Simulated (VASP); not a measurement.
A convergence study with VASP on SrO (space group no. 225 when undisturbed): a few settings are varied, all else stays as given below, so the limit is that of these other settings. One atom is moved off its site, so that forces are finite.

```xyz
2
Lattice="0.0000 2.5671 2.5671 2.5671 0.0000 2.5671 2.5671 2.5671 0.0000" Properties=species:S:1:pos:R:3 pbc="T T T"
Sr     0.0000     0.0000     0.0500
O      2.5671     2.5671     2.5671
```

Calculation: PBEsol GGA, VASP's PBE PAW potentials (set 64) (plane waves; VASP). The last row used: 400 eV cut-off, 18×18×18 Γ-centred mesh shifted by (0.5, 0.5, 0.5), Fermi-Dirac smearing of 0.050 eV, potentials Sr_sv O.

Gaps are read on the run's mesh, which can miss a band edge.

| setting | E (eV/atom) | pressure (GPa) | gap on the mesh (eV) | irreducible k-points |
|---|---|---|---|---|
| 2×2×2 mesh | -6.3780 | -4.19 | 5.614 | 3 |
| 3×3×3 mesh | -6.3292 | -3.08 | 4.370 | 10 |
| 4×4×4 mesh | -6.3250 | -3.04 | 3.872 | 20 |
| 5×5×5 mesh | -6.3245 | -3.05 | 3.627 | 39 |
| 6×6×6 mesh | -6.3249 | -3.03 | 3.490 | 63 |
| 7×7×7 mesh | ___ | -3.01 | ___ | 100 |
| 8×8×8 mesh | -6.3250 | -3.01 | 3.349 | 144 |
| 9×9×9 mesh | -6.3249 | -3.02 | 3.311 | 205 |
| 10×10×10 mesh | -6.3250 | -3.02 | 3.284 | 275 |
| 11×11×11 mesh | -6.3249 | -3.02 | 3.263 | 366 |
| 12×12×12 mesh | -6.3248 | -3.03 | 3.248 | 468 |
| 13×13×13 mesh | -6.3250 | -3.02 | 3.235 | 595 |
| 14×14×14 mesh | -6.3249 | -3.02 | ___ | 735 |
| 16×16×16 mesh | -6.3249 | -3.02 | 3.212 | 1088 |
| 18×18×18 mesh | -6.3249 | -3.02 | 3.202 | 1539 |

Fill in the missing entries.

- 14×14×14 mesh, gap on the mesh (eV): 3.226
- 7×7×7 mesh, E (eV/atom): -6.3251
- 7×7×7 mesh, gap on the mesh (eV): 3.405

Left out are rungs that failed or repeat a setting and relaxations that didn't move; long series are thinned to 24 rows.

The structure is a typed SrO crystal (space group no. 225). The cell was not relaxed at this level, it is distorted from the ideal structure.
